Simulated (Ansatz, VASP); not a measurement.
# KNa in two plane-wave programs, part 2 of 2

One calculation is typed for both programs; each brings its own data sets and cutoff. How far apart do they land? The cell is invented: As first built, before any earlier steps moved the atoms (in the runner's words): it takes the K structure with some of its atoms replaced by other elements, volume scaled by an estimate. It may not be a known or stable phase. The cell is taken from a series of VASP runs on this material, whose earlier steps may have relaxed, scaled or displaced it; both programs get it as it stands.

VASP 6.6.1 and Ansatz 0.2.0.

So far. Step 2 (Ansatz: single point, r2SCAN): The run ends at a pressure of 0.08 GPa.

## (5) Ansatz: electric field gradients, r2SCAN

Level of this step: Ansatz beside VASP: Kohn-Sham DFT, plane waves, r2SCAN (Ansatz).

Field gradients test the density near the nuclei, where the PAW reconstruction matters most.

The cell is taken from a series of VASP runs on this material, whose earlier steps may have relaxed, scaled or displaced it; both programs get it as it stands.

Input file input.yaml:

```yaml
crystal:
  lattice:
    - [2.1387490378, 1.2348071867, 6.9246673495]
    - [-2.1387490378, 1.2348071867, 6.9246673495]
    - [0.0, -2.4696143736, 6.9246673495]
  atoms:
    - { symbol: K, position: [0.5, 0.5, 0.5] }
    - { symbol: Na, position: [0.0, 0.0, 0.0] }
hamiltonian:
  xc: r2scan
  pseudopotentials: { kind: paw }
kpoints:
  mp_grid: { grid: [5, 5, 5] }
scf:
  occupations: { method: fermi_dirac, width: 0.05 }
  n_extra_bands: 4
output:
  forces: true
  stress: true
  eigenvalues: true
  efg: {}
```

Started as:

```
$ ansatz run input.yaml --threads 2 --pin off --max-ram 4608MiB --backend cpu --events-out ev --progress --plain --runs-dir out
```

Numbers of over 12 decimals in the logs are rounded to 6 here.

The program printed:

```text
[...]
Crystal: 2 atoms, lattice volume = 109.726 Å³
Basis set: ecut = 500 eV, 2791 PW (Γ), FFT grids on a1−a3, a2−a3, a3, exchange–correlation on 128×128×216 points (64 copies of the dense FFT grid, shifted against one another)
Bands: 13, of which v1, the nominal top of the filled ones, is band 9 counted from 1 (8 counted from 0)
Symmetry: 12 space group operations
[...]
--- Band table (eV; the first three rows and the last of 19) ---
  k-point 0: bands = [... 5 lower, -14.4018, -14.3818, -14.3818, -0.9423, 2.3701, 2.5045, 6.8139, 6.8139]
  k-point 1: bands = [... 5 lower, -14.4284, -14.3945, -14.3923, -0.4154, 2.4381, 3.2829, 5.5785, 6.8668]
  k-point 2: bands = [... 5 lower, -14.5023, -14.4093, -14.3827, 1.0741, 3.0765, 3.3851, 4.6465, 5.0259]
  k-point 18: bands = [... 5 lower, -14.4284, -14.3950, -14.3923, 0.2583, 0.6763, 5.3024, 5.5226, 6.4342]
[key lines of the parts left out:]
SCF converged after 6 iterations
Free energy (F): -3031.028498 eV
Fermi energy:    1.852634 eV
P = ⅓ Tr σ = 0.0498 GPa (0.498 kbar)
```

Run time: 3.5 s. Hardware: 2 threads of Arm Neoverse V2, shared host; peak memory 0.55 GiB.

The run ends at a pressure of 0.05 GPa.

## (6) VASP: electric field gradients, r2SCAN

The same cell, functional, mesh and smearing now go to VASP, with its own data sets and cutoff.

Input file INCAR:

```
SYSTEM = KNa
PREC = Accurate
ENCUT = 400
EDIFF = 1E-07
NELM = 100
ISMEAR = -1
SIGMA = 0.05
LREAL = .FALSE.
ALGO = Normal
METAGGA = R2SCAN
LASPH = .TRUE.
LORBIT = 11
LWAVE = .FALSE.
LCHARG = .FALSE.
LEFG = .TRUE.
```

Input file POSCAR:

```
KNa
1.0
    2.1387490378      1.2348071867      6.9246673495
   -2.1387490378      1.2348071867      6.9246673495
    0.0000000000     -2.4696143736      6.9246673495
K Na
1 1
Direct
    0.5000000000      0.5000000000      0.5000000000
    0.0000000000      0.0000000000      0.0000000000
```

Input file KPOINTS:

```
Automatic mesh
0
Gamma
5 5 5
0 0 0
```

PAW data sets: K_sv and Na_pv (PBE family, release 64).

Started as:

```
$ mpirun -np 1 vasp_std
```

The program printed:

```text
[banner, memory and clock lines left out]
running    1 mpi-ranks, on    1 nodes
[...]
[... a notice as in an earlier step ...]

 LDA part: xc-table for (None), standard interpolation
 POSCAR, INCAR and KPOINTS ok, starting setup
[...]
entering main loop
       N       E                     dE             d eps       ncg     rms          rms(c)
DAV:   1     0.770217465245E+02    0.77022E+02   -0.71684E+03   504   0.950E+02
DAV:   2    -0.575792594710E+01   -0.82780E+02   -0.80274E+02   468   0.275E+02
DAV:   3    -0.118734840812E+02   -0.61156E+01   -0.60624E+01   808   0.666E+01
DAV:   4    -0.123671032494E+02   -0.49362E+00   -0.49213E+00   656   0.107E+01
[...]
DAV:  15    -0.949974857583E+01    0.60923E-06   -0.70851E-09   276   0.108E-03    0.138E-04
DAV:  16    -0.949974789322E+01    0.68261E-06   -0.25675E-09   276   0.518E-04    0.304E-05
DAV:  17    -0.949974793025E+01   -0.37030E-07   -0.67678E-10   268   0.224E-04
ion   1
     0.0000000    -0.0000000    -0.0000000     0.3616331    -0.0000000     0.0000203
[...]
0.0000000    -0.0000000    -0.0000000     7.7530548    -0.0000000     0.0003583
     0.0000394    -0.0000000    -0.0000000     7.7530142    -0.0000000     0.0003583
     0.0000543    -0.0000000    -0.0000000     7.7529900    -0.0000000     0.0003583
     0.0000748    -0.0000000    -0.0000000     7.7529500    -0.0000000     0.0003583
     0.0001030    -0.0000000    -0.0000000     7.7528843    -0.0000000     0.0003583

ion   2
     0.0000000     0.0000000    -0.0000000    -0.0300635     0.0000000     0.0000298
     0.0000330     0.0000000    -0.0000000    -0.0300635     0.0000000     0.0000298
     0.0000455     0.0000000    -0.0000000    -0.0300635     0.0000000     0.0000298
     0.0000627     0.0000000    -0.0000000    -0.0300635     0.0000000     0.0000298
     0.0000863     0.0000000    -0.0000000    -0.0300635     0.0000000     0.0000298

     0.0000000     0.0000000    -0.0000000    -1.2932514     0.0000000     0.0004441
     0.0000330     0.0000000    -0.0000000    -1.2932503     0.0000000     0.0004441
     0.0000455     0.0000000    -0.0000000    -1.2932497     0.0000000     0.0004441
     0.0000627     0.0000000    -0.0000000    -1.2932486     0.0000000     0.0004441
     0.0000863     0.0000000    -0.0000000    -1.2932468     0.0000000     0.0004441

   1 F= -.94997479E+01 E0= -.94964079E+01  d E =-.668002E-02
```

Parts of OUTCAR (step 6):

```text
  Total       -0.0195178     -0.0195178     -0.0195314      0.0000000      0.0000000      0.0000000
  in kB       -0.2849912     -0.2849911     -0.2851899      0.0000000      0.0000000      0.0000000
  external PRESSURE =      -0.2850574 kB  Pullay stress =       0.0000000 kB

 POSITION                                       TOTAL-FORCE (eV/Angst)
 -----------------------------------------------------------------------------------
      0.00000     -0.00000     10.38700         0.000000     -0.000000      0.000000
      0.00000      0.00000      0.00000        -0.000000      0.000000     -0.000000
 -----------------------------------------------------------------------------------
    total drift:                                0.000000      0.000000     -0.000000

  FREE ENERGIE OF THE ION-ELECTRON SYSTEM (eV)
  ---------------------------------------------------
  free  energy   TOTEN  =        -9.4997479303 eV

  energy  without entropy=       -9.4930679108  energy(sigma->0) =       -9.49640792

[... 1 part as in an earlier step ...]

[... 2 further parts left out ...]
[key lines of the parts left out:]
E-fermi :   0.1142
```

The run ends at a pressure of -0.03 GPa.

## (7) Comparison

What differs besides the data sets and the points named for the pairs above, as far as they apply: Ansatz adds the response of the frozen cores to the gradients, VASP leaves it out. Total energies have different zeros and are not compared.

The two programs side by side:

```csv
quantity,Ansatz,VASP,difference
pressure (GPa),0.05,-0.03,+0.08
Vzz at K1 (V/Å²),-10.5,-9.9,-0.6
Vzz at Na2 (V/Å²),1.9,1.8,+0.1
```

## (8) Results

| Item | Value |
| --- | --- |
| difference in pressure (single point, r2SCAN) | 0.078 GPa |
| difference in Vzz at K1 (electric field gradients, r2SCAN) | -0.56 V/Å² |

The difference in pressure is 0.078 GPa (single point, r2SCAN), within the 1 GPa picked in this series as the mark of a large difference. Such differences can come from data sets, numerical settings and the points named under the comparisons, not from the functional's error against experiment.

[Lines on the potential files, build, host, timing and source positions are cut from VASP's logs without a mark.]

[Logs are printed without paths, hosts, clocks, repeated set-up lines and the standing remarks that a program may print on its own settings, such as how far it seeks lower states.]

[Hosts, paths, dates, database ids (printed as entryN), source tags and the programs' standing remarks are cut or masked in the printed files.]
